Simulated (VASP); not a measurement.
Method: eigenvalue-self-consistent GW0 on PBE orbitals, VASP's PBE PAW potentials (set 64) (plane waves; VASP).

A VASP calculation is set up with these files.

### KPOINTS
```
Regular mesh
0
G
  4 4 4
0 0 0
```

File POSCAR:
```
CsCl
1
    4.1200000000     0.0000000000     0.0000000000
    0.0000000000     4.1200000000     0.0000000000
    0.0000000000     0.0000000000     4.1200000000
Cs Cl
1 1
Direct
  0.0000000000   0.0000000000   0.0000000000
  0.5000000000   0.5000000000   0.5000000000
```

### INCAR
```
! general
SYSTEM      = CsCl
PREC        = Normal
ENCUT       = 500   ! plane-wave cut-off (eV)
LREAL       = .FALSE.   ! projection in real space or not
LASPH       = .TRUE.
NBANDS      = 160

! electronic loop
ALGO        = EVGW0

! smearing
ISMEAR      = 0   ! Gaussian
SIGMA       = 0.01   ! width (eV)

! functional
GGA         = PE

! output
LWAVE       = .FALSE.
LCHARG      = .FALSE.

! other
NELMGW      = 4
NOMEGA      = 64
ENCUTGW     = 200
NBANDSGW    = 16
LSPECTRALGW = .TRUE.
```

POTCAR, in this order: Cs_sv_GW Cl_GW (PBE.64 set). Program: vasp_std. Read from the step before: WAVECAR, WAVEDER.

Output

OUTCAR:
```
 ion  position               nearest neighbor table
   1  0.000  0.000  0.000-
   2  0.500  0.500  0.500-
  LATTYP: Found a simple cubic cell.
 ALAT       =     4.1200000000
 Subroutine PRICEL returns:
 Original cell was already a primitive cell.
 Subroutine GETGRP returns: Found 48 space group operations
The static configuration has the point symmetry O_h .
The dynamic configuration has the point symmetry O_h .
 Subroutine INISYM returns: Found 48 space group operations
 Subroutine IBZKPT returns following result:
 Found     10 irreducible k-points:

 Following reciprocal coordinates:
            Coordinates               Weight
  0.000000  0.000000  0.000000      1.000000
  0.250000  0.000000  0.000000      6.000000
  0.500000  0.000000  0.000000      3.000000
  0.250000  0.250000  0.000000     12.000000
  0.500000  0.250000  0.000000     12.000000
  0.500000  0.500000  0.000000      3.000000
  0.250000  0.250000  0.250000      8.000000
  0.500000  0.250000  0.250000     12.000000
  0.500000  0.500000  0.250000      6.000000
...
```

File OSZICAR:
```
...
   21.420    0.000   22.249    0.000   23.137    0.000   24.091    0.000
   25.125    0.000   26.250    0.000   27.482    0.000   28.839    0.000
   30.346    0.000   32.032    0.000   33.933    0.000   36.097    0.000
   38.586    0.000   41.483    0.000   44.898    0.000   48.987    0.000
   53.972    0.000   60.182    0.000   68.129    0.000   78.649    0.000
   93.216    0.000  114.683    0.000  149.399    0.000  214.929    0.000
NQ=   1    0.0000    0.0000    0.0000,
 performed        206000 updates of chi_q(r,r)
NQ=   2    0.2500    0.0000    0.0000,
 performed        576000 updates of chi_q(r,r)
NQ=   3    0.5000    0.0000    0.0000,
 performed        859000 updates of chi_q(r,r)
NQ=   4    0.2500    0.2500    0.0000,
 performed       1301000 updates of chi_q(r,r)
NQ=   5    0.5000    0.2500    0.0000,
 performed       1743000 updates of chi_q(r,r)
NQ=   6    0.5000    0.5000    0.0000,
 performed       2021000 updates of chi_q(r,r)
NQ=   7    0.2500    0.2500    0.2500,
 performed       2360000 updates of chi_q(r,r)
NQ=   8    0.5000    0.2500    0.2500,
 performed       2771000 updates of chi_q(r,r)
NQ=   9    0.5000    0.5000    0.2500,
 performed       3131000 updates of chi_q(r,r)
NQ=  10    0.5000    0.5000    0.5000,
 performed       3337000 updates of chi_q(r,r)
 resolving degeneracies of screened two electron integrals
NQ=   1    0.0000    0.0000    0.0000,
 performed        206000 updates of chi_q(r,r)
NQ=   2    0.2500    0.0000    0.0000,
 performed        576000 updates of chi_q(r,r)
NQ=   3    0.5000    0.0000    0.0000,
 performed        859000 updates of chi_q(r,r)
NQ=   4    0.2500    0.2500    0.0000,
 performed       1301000 updates of chi_q(r,r)
NQ=   5    0.5000    0.2500    0.0000,
 performed       1743000 updates of chi_q(r,r)
NQ=   6    0.5000    0.5000    0.0000,
 performed       2021000 updates of chi_q(r,r)
NQ=   7    0.2500    0.2500    0.2500,
 performed       2360000 updates of chi_q(r,r)
NQ=   8    0.5000    0.2500    0.2500,
 performed       2771000 updates of chi_q(r,r)
NQ=   9    0.5000    0.5000    0.2500,
 performed       3131000 updates of chi_q(r,r)
NQ=  10    0.5000    0.5000    0.5000,
 performed       3337000 updates of chi_q(r,r)
 resolving degeneracies of screened two electron integrals
NQ=   1    0.0000    0.0000    0.0000,
 performed        206000 updates of chi_q(r,r)
NQ=   2    0.2500    0.0000    0.0000,
 performed        576000 updates of chi_q(r,r)
NQ=   3    0.5000    0.0000    0.0000,
 performed        859000 updates of chi_q(r,r)
NQ=   4    0.2500    0.2500    0.0000,
 performed       1301000 updates of chi_q(r,r)
NQ=   5    0.5000    0.2500    0.0000,
 performed       1743000 updates of chi_q(r,r)
NQ=   6    0.5000    0.5000    0.0000,
 performed       2021000 updates of chi_q(r,r)
NQ=   7    0.2500    0.2500    0.2500,
 performed       2360000 updates of chi_q(r,r)
NQ=   8    0.5000    0.2500    0.2500,
 performed       2771000 updates of chi_q(r,r)
NQ=   9    0.5000    0.5000    0.2500,
 performed       3131000 updates of chi_q(r,r)
NQ=  10    0.5000    0.5000    0.5000,
 performed       3337000 updates of chi_q(r,r)
 resolving degeneracies of screened two electron integrals
NQ=   1    0.0000    0.0000    0.0000,
 performed        206000 updates of chi_q(r,r)
NQ=   2    0.2500    0.0000    0.0000,
 performed        576000 updates of chi_q(r,r)
NQ=   3    0.5000    0.0000    0.0000,
 performed        859000 updates of chi_q(r,r)
NQ=   4    0.2500    0.2500    0.0000,
 performed       1301000 updates of chi_q(r,r)
NQ=   5    0.5000    0.2500    0.0000,
 performed       1743000 updates of chi_q(r,r)
NQ=   6    0.5000    0.5000    0.0000,
 performed       2021000 updates of chi_q(r,r)
NQ=   7    0.2500    0.2500    0.2500,
 performed       2360000 updates of chi_q(r,r)
NQ=   8    0.5000    0.2500    0.2500,
 performed       2771000 updates of chi_q(r,r)
NQ=   9    0.5000    0.5000    0.2500,
 performed       3131000 updates of chi_q(r,r)
NQ=  10    0.5000    0.5000    0.5000,
 performed       3337000 updates of chi_q(r,r)
 resolving degeneracies of screened two electron integrals
```

**OUTCAR**
```


 k-point   1 :       0.0000    0.0000    0.0000
  band No. old QP-enery  QP-energies   sigma(KS)   T+V_ion+V_H  V^pw_x(r,r')   Z            occupation Imag(sigma)

      1     -20.3715     -20.3994     -15.7986      -4.6153     -22.7713       0.6586       2.0000       0.8424
      2     -13.3926     -13.4239     -16.9652       3.5240     -24.3327       0.6438       2.0000       0.9000
      3      -7.7253      -7.7346     -15.4158       7.6789     -17.5688       0.8102       2.0000       0.0691
      4      -7.7253      -7.7346     -15.4158       7.6789     -17.5688       0.8102       2.0000       0.0691
      5      -7.7253      -7.7346     -15.4158       7.6789     -17.5688       0.8102       2.0000       0.0691
      6      -1.4889      -1.4999     -16.1764      14.6735     -18.4988       0.7858       2.0000       0.0659
      7      -1.4889      -1.4999     -16.1764      14.6735     -18.4988       0.7858       2.0000       0.0659
      8      -1.4889      -1.4999     -16.1764      14.6735     -18.4988       0.7858       2.0000       0.0659
      9       6.5936       6.5938      -6.8984      13.4922      -3.6028       0.8540       0.0000      -0.0494
     10       6.8370       6.8374      -6.6215      13.4589      -3.4711       0.8525       0.0000      -0.0494
     11       6.8370       6.8374      -6.6215      13.4589      -3.4711       0.8525       0.0000      -0.0494
     12      12.1626      12.1632      -8.2020      20.3654      -4.4977       0.8249       0.0000      -0.0720
     13      12.1626      12.1632      -8.2020      20.3654      -4.4977       0.8249       0.0000      -0.0720
     14      12.1626      12.1632      -8.2020      20.3654      -4.4977       0.8249       0.0000      -0.0720
     15      15.0009      15.0015      -7.7228      22.7244      -3.7391       0.8124       0.0000      -0.1291
     16      15.0009      15.0015      -7.7228      22.7244      -3.7391       0.8124       0.0000      -0.1291

 k-point   2 :       0.2500    0.0000    0.0000
  band No. old QP-enery  QP-energies   sigma(KS)   T+V_ion+V_H  V^pw_x(r,r')   Z            occupation Imag(sigma)

      1     -20.3316     -20.3592     -15.8403      -4.5331     -22.7856       0.6595       2.0000       0.8213
      2     -13.4196     -13.4520     -16.9150       3.4450     -24.2785       0.6425       2.0000       0.8927
      3      -8.0369      -8.0463     -15.2288       7.1803     -17.4215       0.8100       2.0000       0.0728
      4      -7.6420      -7.6511     -15.4734       7.8202     -17.5900       0.8125       2.0000       0.0650
      5      -7.6420      -7.6511     -15.4734       7.8202     -17.5900       0.8125       2.0000       0.0650
      6      -2.2238      -2.2350     -15.2181      12.9800     -17.5697       0.7841       2.0000       0.0726
      7      -1.6261      -1.6372     -16.0217      14.3815     -18.3716       0.7858       2.0000       0.0674
      8      -1.6261      -1.6372     -16.0217      14.3815     -18.3716       0.7858       2.0000       0.0674
      9       7.2846       7.2851      -6.6660      13.9513      -3.4417       0.8500       0.0000      -0.0515
     10       7.9040       7.9041      -7.7365      15.6407      -4.4103       0.8418       0.0000      -0.0534
     11       8.3570       8.3574      -7.0906      15.4481      -3.7302       0.8454       0.0000      -0.0555
     12      11.6702      11.6709      -8.0903      19.7613      -4.3868       0.8242       0.0000      -0.0726
     13      11.6702      11.6709      -8.0903      19.7613      -4.3868       0.8242       0.0000      -0.0726
     14      12.5396      12.5404      -8.2525      20.7930      -4.4608       0.8200       0.0000      -0.0780
     15      12.2235      12.2243      -6.7156      18.9401      -2.9280       0.8266       0.0000      -0.0767
     16      14.8832      14.8840      -7.8532      22.7374      -3.5038       0.7990       0.0000      -0.1242

 k-point   3 :       0.5000    0.0000    0.0000
  band No. old QP-enery  QP-energies   sigma(KS)   T+V_ion+V_H  V^pw_x(r,r')   Z            occupation Imag(sigma)

      1     -20.2903     -20.3177     -15.8838      -4.4481     -22.8009       0.6586       2.0000       0.7985
      2     -13.4532     -13.4860     -16.8533       3.3490     -24.2112       0.6415       2.0000       0.8849
      3      -8.3036      -8.3132     -15.1232       6.8078     -17.3627       0.8095       2.0000       0.0769
      4      -7.5545      -7.5633     -15.5365       7.9712     -17.6136       0.8163       2.0000       0.0608
      5      -7.5545      -7.5633     -15.5365       7.9712     -17.6136       0.8163       2.0000       0.0608
      6      -2.8294      -2.8410     -14.6755      11.8313     -17.1274       0.7804       2.0000       0.0827
      7      -1.7701      -1.7814     -15.8529      14.0683     -18.2310       0.7822       2.0000       0.0693
      8      -1.7701      -1.7814     -15.8529      14.0683     -18.2310       0.7822       2.0000       0.0693
      9       8.0220       8.0227      -6.7972      14.8200      -3.4307       0.8442       0.0000      -0.0563
     10       9.2982       9.2985      -8.4054      17.7040      -4.9166       0.8290       0.0000      -0.0630
     11      10.3420      10.3425      -7.4548      17.7975      -3.8691       0.8347       0.0000      -0.0665
     12      10.4881      10.4887      -6.4151      16.9039      -2.9125       0.8427       0.0000      -0.0607
     13      11.5215      11.5222      -8.3023      19.8246      -4.5769       0.8212       0.0000      -0.0757
     14      11.5215      11.5222      -8.3023      19.8246      -4.5769       0.8212       0.0000      -0.0757
     15      13.1284      13.1294      -8.3656      21.4952      -4.4370       0.8106       0.0000      -0.0899
     16      13.6360      13.6368      -7.5309      21.1678      -3.4962       0.8150       0.0000      -0.0885

 k-point   4 :       0.2500    0.2500    0.0000
  band No. old QP-enery  QP-energies   sigma(KS)   T+V_ion+V_H  V^pw_x(r,r')   Z            occupation Imag(sigma)

      1     -20.2932     -20.3208     -15.8775      -4.4574     -22.8003       0.6613       2.0000       0.8051
      2     -13.4003     -13.4322     -16.9376       3.4878     -24.2974       0.6443       2.0000       0.8895
      3      -8.2032      -8.2130     -15.0586       6.8433     -17.3157       0.8056       2.0000       0.0833
      4      -7.9575      -7.9667     -15.2878       7.3190     -17.4488       0.8125       2.0000       0.0688
      5      -7.5746      -7.5835     -15.5237       7.9381     -17.6175       0.8147       2.0000       0.0626
      6      -2.2883      -2.2997     -15.2416      12.9388     -17.6399       0.7819       2.0000       0.0746
      7      -1.7763      -1.7874     -15.8892      14.0988     -18.2180       0.7851       2.0000       0.0674
      8      -1.6476      -1.6588     -16.0095      14.3477     -18.3721       0.7845       2.0000       0.0679
      9       7.8209       7.8213      -7.1314      14.9528      -3.8361       0.8457       0.0000      -0.0535
     10       8.3933       8.3937      -7.1573      15.5511      -3.7934       0.8459       0.0000      -0.0541
     11       9.2239       9.2245      -7.3522      16.5768      -3.9034       0.8371       0.0000      -0.0614
     12      10.6591      10.6597      -7.6566      18.3164      -4.1353       0.8358       0.0000      -0.0616
     13      10.9948      10.9954      -8.0069      19.0025      -4.2836       0.8236       0.0000      -0.0739
     14      11.9388      11.9396      -8.1748      20.1145      -4.4042       0.8205       0.0000      -0.0777
     15      12.8671      12.8679      -7.0856      19.9537      -3.1217       0.8184       0.0000      -0.0861
     16      14.3302      14.3312      -7.2391      21.5706      -3.0035       0.8034       0.0000      -0.1206

 k-point   5 :       0.5000    0.2500    0.0000
  band No. old QP-enery  QP-energies   sigma(KS)   T+V_ion+V_H  V^pw_x(r,r')   Z            occupation Imag(sigma)

      1     -20.2539     -20.2813     -15.9161      -4.3794     -22.8157       0.6602       2.0000       0.7874
      2     -13.3840     -13.4155     -16.9542       3.5214     -24.3086       0.6456       2.0000       0.8857
      3      -8.4620      -8.4718     -14.9689       6.4948     -17.2695       0.8075       2.0000       0.0879
      4      -8.1377      -8.1473     -15.0962       6.9465     -17.3313       0.8062       2.0000       0.0802
      5      -7.5048      -7.5135     -15.5776       8.0622     -17.6474       0.8177       2.0000       0.0601
      6      -2.3686      -2.3799     -15.2609      12.8778     -17.6432       0.7823       2.0000       0.0742
      7      -1.8967      -1.9080     -15.7540      13.8429     -18.1122       0.7830       2.0000       0.0694
      8      -1.6747      -1.6859     -15.9806      14.2916     -18.3542       0.7831       2.0000       0.0684
      9       7.9933       7.9938      -7.0860      15.0798      -3.7720       0.8452       0.0000      -0.0541
     10       8.4813       8.4817      -7.3186      15.8003      -3.9972       0.8447       0.0000      -0.0535
     11      10.2795      10.2803      -7.6833      17.9637      -4.0364       0.8283       0.0000      -0.0705
     12      10.4974      10.4980      -7.8161      18.3141      -4.2998       0.8340       0.0000      -0.0624
     13      10.7319      10.7325      -7.6420      18.3746      -4.1029       0.8351       0.0000      -0.0627
     14      11.8220      11.8228      -7.3585      19.1815      -3.5732       0.8224       0.0000      -0.0777
     15      13.4008      13.4019      -7.3953      20.7974      -3.3348       0.8088       0.0000      -0.0990
     16      13.8162      13.8172      -7.6892      21.5065      -3.5804       0.8046       0.0000      -0.1069

 k-point   6 :       0.5000    0.5000    0.0000
  band No. old QP-enery  QP-energies   sigma(KS)   T+V_ion+V_H  V^pw_x(r,r')   Z            occupation Imag(sigma)

      1     -20.2165     -20.2441     -15.9496      -4.3088     -22.8313       0.6582       2.0000       0.7752
      2     -13.3085     -13.3400     -17.0640       3.7073     -24.4169       0.6536       2.0000       0.8873
      3      -8.6293      -8.6394     -14.7992       6.1574     -17.1605       0.8029       2.0000       0.1006
      4      -8.6293      -8.6394     -14.7992       6.1574     -17.1605       0.8029       2.0000       0.1006
      5      -7.4540      -7.4627     -15.6209       8.1563     -17.6832       0.8179       2.0000       0.0594
...
```
(Selected blocks of OUTCAR.)

The mesh is coarse and the basis finite, so the quasiparticle values are not converged.

The compound is CsCl in the CsCl type structure. The cell was not relaxed at this level.
